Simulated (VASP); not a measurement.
# NiSb (Breithauptite): structure and properties in VASP, part 8 of 13

Aim: relax NiSb (Breithauptite), then compute properties on the relaxed cell. The start is a cell from a database of measured crystal structures.

VASP 6.6.1, plane waves and PAW; the level of theory is named at each step.

Still holding for the runs below: This run allows spin, but its moments start at zero, where symmetry between the spins tends to hold them, which is where the search above led. The k-mesh is coarse for a metal. A U on the itinerant d states of such a compound is hard to justify; it moves the bands at the Fermi level.

So far. Step 8 (Relaxing cell and atoms (LDA + U)): It ends with forces that vanish by symmetry and a pressure of -0.02 GPa. Step 9 (Second relaxation): It ends with forces that vanish by symmetry and a pressure of -0.02 GPa. The volume moved by only 0.13 %, so the volume is settled.

### Step 10. Single point with fields (LDA + U)

Level of this step: LDA, DFT+U (Ni d 4 eV), zero-moment start; plane waves and PAW (Ni, Sb) (VASP).

A single point on the relaxed cell gives a clean self-consistent state, with density, ELF and potential written out.

Contents of INCAR:

```
SYSTEM = NiSb
PREC = Accurate
ENCUT = 400
EDIFF = 1E-06
NELM = 100
ISMEAR = 0
SIGMA = 0.05
LREAL = .FALSE.
ALGO = Normal
GGA = CA
NBANDS = 23
ISPIN = 2
MAGMOM = 0 0 -0 -0
LDAU = .TRUE.
LDAUTYPE = 2
LDAUL = 2 -1
LDAUU = 4 0
LDAUJ = 0 0
LDAUPRINT = 1
LASPH = .TRUE.
LMAXMIX = 4
LORBIT = 11
LWAVE = .FALSE.
LCHARG = .TRUE.
ISIF = 2
LELF = .TRUE.
LVHAR = .TRUE.
```

Contents of POSCAR:

```
NiSb
1.0
    3.8277166359      0.0000000000      0.0000000000
   -1.9138583179      3.3148998451      0.0000000000
    0.0000000000      0.0000000000      4.9966405976
Ni Sb
2 2
Direct
    0.0000000000      0.0000000000      0.0000000000
    0.0000000000      0.0000000000      0.5000000000
    0.3333333333      0.6666666667      0.2500000000
    0.6666666667      0.3333333333      0.7500000000
```

Contents of KPOINTS:

```
Automatic mesh
0
Gamma
7 7 5
0 0 0
```

Potentials, in the order of the species: Ni and Sb (LDA family, release 64).

Launch:

```sh
$ mpirun -np 8 vasp_std
```

The program printed:

```text
[banner, memory and clock lines left out]
running    8 mpi-ranks, on    1 nodes
 distrk:  each k-point on    8 cores,    1 groups
 distr:  one band on    1 cores,    8 groups

 POSCAR found type information on POSCAR NiSb
 POSCAR found :  2 types and       4 ions
 [... a notice as in an earlier step ...]

 LDA part: xc-table for (Slater(with rela. corr.)+CA(PZ))
 , standard interpolation
|                                                                             |
|           W    W    AA    RRRRR   N    N  II  N    N   GGGG   !!!           |
|           W    W   A  A   R    R  NN   N  II  NN   N  G    G  !!!           |
|           W    W  A    A  R    R  N N  N  II  N N  N  G       !!!           |
|           W WW W  AAAAAA  RRRRR   N  N N  II  N  N N  G  GGG   !            |
|           WW  WW  A    A  R   R   N   NN  II  N   NN  G    G                |
|           W    W  A    A  R    R  N    N  II  N    N   GGGG   !!!           |
|                                                                             |
|     The number of bands has been changed from the values supplied in        |
|     The orbitals not found in the WAVECAR file will be initialized with     |
|     random numbers, which is usually adequate. For correlated               |
|     calculations, however, you should redo the groundstate calculation.     |
|     I found NBANDS = 23. Now, NBANDS = 24.                                  |
|                                                                             |

 POSCAR, INCAR and KPOINTS ok, starting setup
 FFT: planning ... GRIDC
 FFT: planning ... GRID_SOFT
 FFT: planning ... GRID
 WAVECAR not read
 entering main loop
       N       E                     dE             d eps       ncg     rms          rms(c)
DAV:   1     0.157278552322E+03    0.15728E+03   -0.10301E+04  2320   0.108E+03
DAV:   2    -0.114266511793E+02   -0.16871E+03   -0.16033E+03  2440   0.251E+02
DAV:   3    -0.200669492122E+02   -0.86403E+01   -0.85346E+01  2848   0.732E+01
DAV:   4    -0.202231208186E+02   -0.15617E+00   -0.15613E+00  2560   0.962E+00
DAV:   5    -0.202280819260E+02   -0.49611E-02   -0.49610E-02  2928   0.171E+00    0.112E+01
DAV:   6    -0.201669485355E+02    0.61133E-01   -0.45476E+00  2656   0.387E+01    0.678E+00
DAV:   7    -0.196646793472E+02    0.50227E+00   -0.25251E+00  2744   0.321E+01    0.493E+00
DAV:   8    -0.195500509725E+02    0.11463E+00   -0.50992E-01  3008   0.925E+00    0.517E-01
DAV:   9    -0.195490944698E+02    0.95650E-03   -0.19454E-02  2688   0.110E+00    0.296E-01
DAV:  10    -0.195487446652E+02    0.34980E-03   -0.37521E-03  2576   0.533E-01    0.101E-01
DAV:  11    -0.195487714011E+02   -0.26736E-04   -0.60980E-04  3024   0.255E-01    0.452E-02
DAV:  12    -0.195487835463E+02   -0.12145E-04   -0.46005E-05  2752   0.551E-02    0.385E-02
DAV:  13    -0.195487795573E+02    0.39890E-05   -0.98371E-06  2768   0.247E-02    0.113E-02
DAV:  14    -0.195487790819E+02    0.47543E-06   -0.22312E-06  2408   0.165E-02
   1 F= -.19548779E+02 E0= -.19547777E+02  d E =-.200472E-02  mag=    -0.0000
```

Run time: 7.8 s. Hardware: 8 MPI ranks of AMD EPYC 9R45, shared host; peak memory 0.75 GiB.

OUTCAR, selected parts (step 10):

```text
   k-points           NKPTS =     24   k-points in BZ     NKDIM =     24   number of bands    NBANDS=     24

   NELECT =      30.0000    total number of electrons

atom =   1  type =  1  l = 2

 onsite density matrix

spin component  1

  0.8755 -0.0000 -0.0000  0.0447 -0.0000
 -0.0000  0.8699 -0.0000  0.0000  0.0447
 -0.0000 -0.0000  0.8928 -0.0000 -0.0000
  0.0447  0.0000 -0.0000  0.8699  0.0000
 -0.0000  0.0447 -0.0000  0.0000  0.8755

spin component  2

 occupancies and eigenvectors

  o =  0.8279  v = -0.1930 -0.6995  0.0000  0.2056  0.6566  0.0000  0.0000  0.0000  0.0000  0.0000      0.0000  0.0000  0.0000  0.0000  0.0000  0.0000  0.0000  0.0000  0.0000  0.0000
  o =  0.8279  v =  0.6566 -0.2056  0.0000 -0.6995  0.1930  0.0000  0.0000  0.0000  0.0000  0.0000      0.0000  0.0000  0.0000  0.0000  0.0000  0.0000  0.0000  0.0000  0.0000  0.0000
  o =  0.8279  v =  0.0000  0.0000  0.0000  0.0000  0.0000 -0.1930 -0.6995  0.0000  0.2056  0.6566      0.0000  0.0000  0.0000  0.0000  0.0000  0.0000  0.0000  0.0000  0.0000  0.0000
  o =  0.8279  v =  0.0000  0.0000  0.0000  0.0000  0.0000  0.6566 -0.2056  0.0000 -0.6995  0.1930      0.0000  0.0000  0.0000  0.0000  0.0000  0.0000  0.0000  0.0000  0.0000  0.0000
  o =  0.8928  v =  0.0000  0.0000  0.0000  0.0000  0.0000  0.0000  0.0000  1.0000  0.0000  0.0000      0.0000  0.0000  0.0000  0.0000  0.0000  0.0000  0.0000  0.0000  0.0000  0.0000
  o =  0.8928  v =  0.0000  0.0000  1.0000  0.0000  0.0000  0.0000  0.0000  0.0000  0.0000  0.0000      0.0000  0.0000  0.0000  0.0000  0.0000  0.0000  0.0000  0.0000  0.0000  0.0000
  o =  0.9175  v =  0.0000  0.0000  0.0000  0.0000  0.0000 -0.2056  0.6566 -0.0000 -0.1930  0.6995      0.0000  0.0000  0.0000  0.0000  0.0000  0.0000  0.0000  0.0000  0.0000  0.0000
  o =  0.9175  v =  0.0000  0.0000  0.0000  0.0000  0.0000  0.6995  0.1930 -0.0000  0.6566  0.2056      0.0000  0.0000  0.0000  0.0000  0.0000  0.0000  0.0000  0.0000  0.0000  0.0000
  o =  0.9175  v = -0.2056  0.6566 -0.0000 -0.1930  0.6995  0.0000  0.0000  0.0000  0.0000  0.0000      0.0000  0.0000  0.0000  0.0000  0.0000  0.0000  0.0000  0.0000  0.0000  0.0000
  o =  0.9175  v =  0.6995  0.1930 -0.0000  0.6566  0.2056  0.0000  0.0000  0.0000  0.0000  0.0000      0.0000  0.0000  0.0000  0.0000  0.0000  0.0000  0.0000  0.0000  0.0000  0.0000

atom =   2  type =  1  l = 2

 onsite density matrix

spin component  1

  0.8755  0.0000 -0.0000 -0.0447 -0.0000
  0.0000  0.8699  0.0000  0.0000 -0.0447
 -0.0000  0.0000  0.8928  0.0000 -0.0000
 -0.0447  0.0000  0.0000  0.8699 -0.0000
 -0.0000 -0.0447 -0.0000 -0.0000  0.8755

spin component  2

 occupancies and eigenvectors

  o =  0.8279  v = -0.1930  0.6995  0.0000 -0.2056  0.6566  0.0000  0.0000  0.0000  0.0000  0.0000      0.0000  0.0000  0.0000  0.0000  0.0000  0.0000  0.0000  0.0000  0.0000  0.0000
  o =  0.8279  v =  0.6566  0.2056  0.0000  0.6995  0.1930  0.0000  0.0000  0.0000  0.0000  0.0000      0.0000  0.0000  0.0000  0.0000  0.0000  0.0000  0.0000  0.0000  0.0000  0.0000
  o =  0.8279  v =  0.0000  0.0000  0.0000  0.0000  0.0000 -0.1930  0.6995  0.0000 -0.2056  0.6566      0.0000  0.0000  0.0000  0.0000  0.0000  0.0000  0.0000  0.0000  0.0000  0.0000
  o =  0.8279  v =  0.0000  0.0000  0.0000  0.0000  0.0000  0.6566  0.2056  0.0000  0.6995  0.1930      0.0000  0.0000  0.0000  0.0000  0.0000  0.0000  0.0000  0.0000  0.0000  0.0000
  o =  0.8928  v =  0.0000  0.0000  0.0000  0.0000  0.0000  0.0000 -0.0000  1.0000 -0.0000  0.0000      0.0000  0.0000  0.0000  0.0000  0.0000  0.0000  0.0000  0.0000  0.0000  0.0000
  o =  0.8928  v =  0.0000 -0.0000  1.0000 -0.0000  0.0000  0.0000  0.0000  0.0000  0.0000  0.0000      0.0000  0.0000  0.0000  0.0000  0.0000  0.0000  0.0000  0.0000  0.0000  0.0000
  o =  0.9175  v =  0.0000  0.0000  0.0000  0.0000  0.0000 -0.2056 -0.6566 -0.0000  0.1930  0.6995      0.0000  0.0000  0.0000  0.0000  0.0000  0.0000  0.0000  0.0000  0.0000  0.0000
  o =  0.9175  v =  0.0000  0.0000  0.0000  0.0000  0.0000  0.6995 -0.1930 -0.0000 -0.6566  0.2056      0.0000  0.0000  0.0000  0.0000  0.0000  0.0000  0.0000  0.0000  0.0000  0.0000
  o =  0.9175  v = -0.2056 -0.6566 -0.0000  0.1930  0.6995  0.0000  0.0000  0.0000  0.0000  0.0000      0.0000  0.0000  0.0000  0.0000  0.0000  0.0000  0.0000  0.0000  0.0000  0.0000
  o =  0.9175  v =  0.6995 -0.1930 -0.0000 -0.6566  0.2056  0.0000  0.0000  0.0000  0.0000  0.0000      0.0000  0.0000  0.0000  0.0000  0.0000  0.0000  0.0000  0.0000  0.0000  0.0000

 E-fermi :  10.8413

 spin component 1
 k-point     1 :       0.0000    0.0000    0.0000
  band No.  band energies     occupation
    ...
      9       7.9954      1.00000
     10       7.9954      1.00000
     11       8.8725      1.00000
     12       8.8725      1.00000
     13      10.4049      1.00000
     14      11.7499      0.00000
     15      11.7499      0.00000
     16      13.4826      0.00000
     17      13.4826      0.00000
     18      14.2655      0.00000
    ...

 k-point     2 :       0.1429    0.0000    0.0000
  band No.  band energies     occupation
    ...
     11       8.8449      1.00000
     12       8.8729      1.00000
     13      10.0242      1.00000
     14      10.3135      1.00000
     15      10.7849      0.94473
     16      12.6665      0.00000
     17      14.2973      0.00000
     18      14.7653      0.00000
     19      15.8044      0.00000
     20      16.8889      0.00000
    ...

  Total        0.0267959      0.0267959      0.0244088      0.0000000     -0.0000000     -0.0000000
  in kB        0.6771592      0.6771592      0.6168345      0.0000000     -0.0000000     -0.0000000
  external PRESSURE =       0.6570509 kB  Pullay stress =       0.0000000 kB

 POSITION                                       TOTAL-FORCE (eV/Angst)
 -----------------------------------------------------------------------------------
      0.00000      0.00000      0.00000        -0.000000      0.000000      0.000000
      0.00000      0.00000      2.49832        -0.000000      0.000000      0.000000
     -0.00000      2.20993      1.24916        -0.000000      0.000000      0.000000
      1.91386      1.10497      3.74748         0.000000      0.000000     -0.000000
 -----------------------------------------------------------------------------------
    total drift:                               -0.000000      0.000000      0.000000

  FREE ENERGIE OF THE ION-ELECTRON SYSTEM (eV)
  ---------------------------------------------------
  free  energy   TOTEN  =       -19.5487790819 eV

  energy  without entropy=      -19.5467743609  energy(sigma->0) =      -19.54777672

 magnetization (x)
# of ion       s       p       d       tot
------------------------------------------
    1        0.000   0.000   0.000   0.000
    2        0.000   0.000   0.000   0.000
    3       -0.000  -0.000   0.000  -0.000
    4       -0.000  -0.000   0.000  -0.000
--------------------------------------------------
tot          0.000  -0.000   0.000   0.000

[... 6 parts as in an earlier step ...]

[... 10 further parts left out ...]
```

With spin, VASP writes an ELF for each channel.

This step gave:

```yaml
scf_cycles: 14
bands: 24
pressure: 0.06571 GPa
```

Valence electrons inside each PAW sphere by angular momentum. Sphere charges, by row:

```tsv
atom	s (e)	p (e)	d (e)	tot (e)
Ni1	0.462	0.528	8.731	9.722
Ni2	0.462	0.528	8.731	9.722
Sb3	1.137	1.264	0.089	2.489
Sb4	1.137	1.264	0.089	2.489
```

ELF of down spins in the ac plane at fractional y = 0.000, with atoms of Ni within 0.2 Å of it. It is the smooth field of the valence electrons, not physical close to the nuclei.

Ten even steps from '0' (0.00) to '9' (0.63), each cell a mean:
```
00134556553300
01235677764321
23346899886433
33468999997533
33468999997543
33347899986433
11335788764321
00134566654310
00133455543200
00134555543300
01235677764321
23346899886433
33458999997533
33468999997543
33347899986433
11335778764321
00134566653310
00133455543200
```
Columns run along a (3.8 Å), rows up along c (5.0 Å). Atoms in or near the plane, at fractional coordinates: Ni at (0.00, 0.00), Ni at (0.00, 0.50).

Valence density in the ac plane at fractional y = 0.000, with atoms of Ni within 0.2 Å of it. It is the smooth field of the valence electrons, not physical close to the nuclei.

Values in e/Å³, 18 rows by 14 columns, each cell a mean:
```
10  7  2  1  0  0  0  0  0  0  0  1  4  8
 4  3  1  0  0  0  0  0  0  0  0  1  2  3
 1  1  0  0  0  0  0  0  0  0  0  0  1  1
 0  0  0  0  0  0  0  0  0  0  0  0  0  0
 0  0  0  0  0  0  0  0  0  0  0  0  0  0
 1  1  0  0  0  0  0  0  0  0  0  0  0  1
 3  2  1  0  0  0  0  0  0  0  0  0  1  2
 8  6  2  1  0  0  0  0  0  0  0  1  3  7
13  9  3  1  0  0  0  0  0  0  0  1  5 10
10  7  2  1  0  0  0  0  0  0  0  1  4  8
 4  3  1  0  0  0  0  0  0  0  0  1  1  3
 1  1  0  0  0  0  0  0  0  0  0  0  1  1
 0  0  0  0  0  0  0  0  0  0  0  0  0  0
 0  0  0  0  0  0  0  0  0  0  0  0  0  0
 1  1  0  0  0  0  0  0  0  0  0  0  0  1
 3  2  1  0  0  0  0  0  0  0  0  0  1  2
 9  6  2  1  0  0  0  0  0  0  0  1  3  7
13  9  3  1  0  0  0  0  0  0  0  1  5 10
```
Columns run along a (3.8 Å), rows up along c (5.0 Å). Atoms in or near the plane, at fractional coordinates: Ni at (0.00, 0.00), Ni at (0.00, 0.50).

ELF of up spins in the ac plane at fractional y = 0.000, with atoms of Ni within 0.2 Å of it. It is the smooth field of the valence electrons, not physical close to the nuclei.

Ten even steps from '_' (0.00) to '@' (0.63), each cell a mean:
```
____..--==++++**++++----____
__..::--++**######**==--::..
::----==**%%@@@@%%%%**==----
----==**%%@@@@@@@@@@##++----
----==**%%@@@@@@@@@@##++==--
------==##%%@@@@@@%%**==----
....----++##%%%%##**==--::..
____..--==++******++==--..__
____..----==++++++==--::____
____..--==++++++++==----____
__..::--++**######**==--::..
::----==**%%@@@@%%%%**==----
----==++%%@@@@@@@@@@##++----
----==**%%@@@@@@@@@@##++==--
------==##%%@@@@@@%%**==----
....----++####%%##**==--::..
____..--==++******++----..__
____..----==++++++==--::____
```
Columns run along a (3.8 Å), rows up along c (5.0 Å). Atoms in or near the plane, at fractional coordinates: Ni at (0.00, 0.00), Ni at (0.00, 0.50).

In this run the pressure is 0.07 GPa, small enough to go on; single stress components reach 0.07 GPa.

(Part 8 of 13 ends here.)

[Lines on the potential files, build, host, timing and source positions are cut from VASP's logs without a mark.]

[Logs are printed without paths, hosts, clocks, repeated set-up lines and the standing remarks that a program may print on its own settings, such as how far it seeks lower states.]

[Hosts, paths, dates, database ids (printed as entryN), source tags and the programs' standing remarks are cut or masked in the printed files.]

[A measured line is paired with the nearest computed mode of its activity, which favours agreement.]

[In band tables of VASP the shares of atoms and orbitals are scaled to a sum of 1 inside the atoms' spheres.]
